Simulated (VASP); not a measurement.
Computed with PBEsol GGA, VASP's PBE PAW potentials (set 64) (plane waves; VASP).

Input for VASP

### KPOINTS
```
Automatic mesh
0
G
10 10 10
```

### POSCAR
```
NiSi2
1
    0.0000000000     2.6707608096     2.6707608096
    2.6707608096     0.0000000000     2.6707608096
    2.6707608096     2.6707608096    -0.0000000000
Si Ni
2 1
Direct
  0.2500000000   0.2500000000   0.2500000000
  0.7500000000   0.7500000000   0.7500000000
  0.0000000000   0.0000000000   0.0000000000
```

INCAR:
```
ALGO=Normal
EDIFF=1E-6
EDIFFG=-0.02
ENCUT=500
GGA=PS
IBRION=2
ISIF=3
ISMEAR=1
LASPH=.TRUE.
LCHARG=.FALSE.
LMAXMIX=4
LREAL=.FALSE.
LWAVE=.FALSE.
NELM=100
NSW=40
PREC=Accurate
PSTRESS=50
SIGMA=0.1
SYSTEM=NiSi2
```

POTCAR, in this order: Si Ni (PBE.64 set). Program: vasp_std.

Output of the run:

File OSZICAR:
```
       N       E                     dE             d eps       ncg     rms          rms(c)
DAV:   1     0.690900145083E+02    0.69090E+02   -0.78231E+03  1230   0.139E+03
DAV:   2    -0.170002322333E+02   -0.86090E+02   -0.80633E+02  1277   0.248E+02
DAV:   3    -0.211956089667E+02   -0.41954E+01   -0.40600E+01  1591   0.620E+01
DAV:   4    -0.212838690176E+02   -0.88260E-01   -0.88115E-01  1482   0.848E+00
DAV:   5    -0.212861046025E+02   -0.22356E-02   -0.22353E-02  1563   0.145E+00    0.176E+01
DAV:   6    -0.258744519901E+02   -0.45883E+01   -0.58463E+01  1330   0.190E+02    0.251E+01
DAV:   7    -0.190830279277E+02    0.67914E+01   -0.17033E+01  1475   0.119E+02    0.410E+00
DAV:   8    -0.190222206081E+02    0.60807E-01   -0.22846E+00  1791   0.255E+01    0.273E+00
DAV:   9    -0.189672845556E+02    0.54936E-01   -0.29328E-01  1514   0.113E+01    0.604E-01
DAV:  10    -0.189652249063E+02    0.20596E-02   -0.12480E-02  1685   0.242E+00    0.253E-01
DAV:  11    -0.189651750958E+02    0.49811E-04   -0.89529E-04  1503   0.245E-01    0.594E-02
DAV:  12    -0.189651953988E+02   -0.20303E-04   -0.42249E-05  1798   0.103E-01    0.224E-02
DAV:  13    -0.189651895627E+02    0.58361E-05   -0.16836E-05  1696   0.102E-01    0.814E-03
DAV:  14    -0.189651895207E+02    0.41945E-07   -0.18310E-06   996   0.146E-02
   1 F= -.17776155E+02 E0= -.17775621E+02  d E =-.177762E+02
```

**OUTCAR**
```
------------------------ aborting loop because EDIFF is reached ----------------------------------------
  FORCE on cell =-STRESS in cart. coord.  units (eV):
  Direction    XX          YY          ZZ          XY          YZ          ZX
  --------------------------------------------------------------------------------------
  Total        1.1549416      1.1549416      1.1549416      0.0000000     -0.0000000      0.0000000
  in kB       48.5663689     48.5663689     48.5663689      0.0000000     -0.0000000      0.0000000
  external PRESSURE =      -1.4336311 kB  Pullay stress =      50.0000000 kB
  volume of cell :       38.10
      direct lattice vectors                 reciprocal lattice vectors
     0.000000000  2.670760810  2.670760810    -0.187212572  0.187212572  0.187212572
     2.670760810  0.000000000  2.670760810     0.187212572 -0.187212572  0.187212572
     2.670760810  2.670760810  0.000000000     0.187212572  0.187212572 -0.187212572
 POSITION                                       TOTAL-FORCE (eV/Angst)
 -----------------------------------------------------------------------------------
      1.33538      1.33538      1.33538        -0.000000     -0.000000     -0.000000
      4.00614      4.00614      4.00614         0.000000      0.000000      0.000000
      0.00000      0.00000      0.00000         0.000000     -0.000000     -0.000000
 -----------------------------------------------------------------------------------
    total drift:                               -0.000000     -0.000000      0.000000
  FREE ENERGIE OF THE ION-ELECTRON SYSTEM (eV)
  ---------------------------------------------------
  free  energy   TOTEN  =       -18.9651895207 eV

  energy  without entropy=      -18.9635875354  energy(sigma->0) =      -18.96465553
  enthalpy is  TOTEN    =       -17.7761551681 eV   P V=        1.1890343526

 reached required accuracy - stopping structural energy minimisation
```
(Selected blocks of OUTCAR.)

The compound is NiSi2 in the fluorite structure. It was relaxed first under an external pressure of 5 GPa. The run is not spin-polarised, so no magnetic state was tried.
